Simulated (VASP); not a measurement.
```yaml
crystal:
  lattice:
    - [0.00000, 1.99123, 1.99123]
    - [1.99123, 0.00000, 1.99123]
    - [1.99123, 1.99123, 0.00000]
  atoms:
    - { symbol: Li, position: [0.00000, 0.00000, 0.00000] }
    - { symbol: H, position: [0.50000, 0.50000, 0.50000] }
```

Computed with SCAN meta-GGA, VASP's PBE PAW potentials (set 64) (plane waves; VASP 6.6.1). Numerical set-up: 520 eV cut-off, 13×13×13 Γ-centred mesh, tetrahedra with Blöchl corrections, potentials Li_sv H.

### Question
Give the energies of bands 2 to 4 at the high-symmetry points, in eV from the valence-band maximum.

### Answer

```tsv
band	Γ	X	U	L	W
2	-5.53	0.00	-0.53	-2.69	-0.25
3	17.83	3.54	4.75	5.68	5.95
4	19.54	11.79	8.43	15.07	5.95
```

The gap is direct, 3.54 eV, from the valence maximum at X to the conduction minimum at X.

The compound is LiH in the rock salt structure. It was relaxed first, which changed the volume by -7 %.
